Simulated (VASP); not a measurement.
Here is a VASP 6.6.1 calculation.

Contents of INCAR:

```
SYSTEM = RbCF2
  ALGO = Fast
  EDIFF = 1E-7
  ENCUT = 520
  GGA = PE
  ISIF = 2
  ISMEAR = -1
  LASPH = .TRUE.
  LCHARG = .FALSE.
  LREAL = Auto
  LWAVE = .FALSE.
  NBANDS = 68
  NELM = 100
  PREC = Accurate
  SIGMA = 0.1
```

Contents of KPOINTS:

```
k-points
0
G
  3 5 9
  0 0 0
```

POSCAR

```
RbCF2
1.0
   11.6689180000      0.0000000000      0.0000000000
    0.0000000000      6.5071860000      0.0000000000
    0.0000000000      0.0000000000      3.7443390000
C F Rb
4 8 4
Direct
    0.4402200000      0.0632000000      0.0000000000
    0.5597800000      0.9368000000      0.0000000000
    0.9402200000      0.4368000000      0.0000000000
    0.0597800000      0.5632000000      0.0000000000
    0.4516800000      0.2584000000      0.0000000000
    0.5483200000      0.7416000000      0.0000000000
    0.9516800000      0.2416000000      0.0000000000
    0.0483200000      0.7584000000      0.0000000000
    0.3486300000      0.9705900000      0.0000000000
    0.6513700000      0.0294100000      0.0000000000
    0.8486300000      0.5294100000      0.0000000000
    0.1513700000      0.4705900000      0.0000000000
    0.3472000000      0.5930300000      0.5000000000
    0.6528000000      0.4069700000      0.5000000000
    0.8472000000      0.9069700000      0.5000000000
    0.1528000000      0.0930300000      0.5000000000
```

Potentials or basis: VASP PAW PBE potentials, release 64 (C, F, Rb_sv).

Command:

```bash
$ cat potpaw_PBE.64/C/POTCAR potpaw_PBE.64/F/POTCAR potpaw_PBE.64/Rb_sv/POTCAR > POTCAR
$ mpirun -np 1 vasp_std > vasp.out
```

Question: What does it give for the largest force?

Answer: 13.646 eV/Å.

Question: Predict the pressure.

Answer: 15.5 GPa.

Stress tensor (GPa, compression positive):
```
15.87  0.00  0.00
 0.00 22.99  0.00
 0.00  0.00  7.59
```

Caveat: the standard files for N, O and F lose accuracy on very short bonds; so large a pressure means that the cell lies far from this level's equilibrium, or that cutoff or potentials fall short; forces of over 1 eV/Å show positions far from the minimum, so gaps and moduli don't describe the material at rest.
